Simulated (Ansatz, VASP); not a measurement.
# One calculation of Mo6C, two programs

```
CELL_PARAMETERS angstrom
4.46958 0.00000 0.00000
-2.23479 3.87077 0.00000
0.00000 0.00000 19.75957
ATOMIC_POSITIONS crystal
Mo 0.66667 0.33333 0.20243
Mo 0.33333 0.66667 0.24861
Mo 0.00000 0.00000 0.29478
Mo 0.66667 0.33333 0.33688
Mo 0.33333 0.66667 0.37797
Mo 0.00000 0.00000 0.41800
C 0.33333 0.66667 0.47134
```

Alike in both runs: functional PBE; k mesh 6 × 6 × 1; occupations gaussian, width 0.1 eV; no spin polarisation.

Ansatz relaxed the structure, and its values are those at the end. VASP's run is a single point on that final structure, the one shown.

|  | VASP | Ansatz |
| --- | --- | --- |
| version | VASP 6.6.1 | Ansatz 0.2.0 |
| potentials or method | VASP PAW PBE potentials, release 64 (Mo_sv, C) | scalar-relativistic, plane waves, PAW |
| plane-wave cutoff (eV) | 520 | 420 |
| valence electrons in the cell | 88 | 88 |

```csv
,VASP,Ansatz,Ansatz less VASP
gap on the k mesh at the Fermi level (eV),none,none,-
rms of the force components (eV/Å),0.816,0.810,-0.0059
"work function, face that differs most (eV)",3.96,3.96,+0.001
```

A gap of «none» marks a metal or a gap that the smearing closes. With one functional, cell and mesh, what is left measures potentials, basis and numerics.
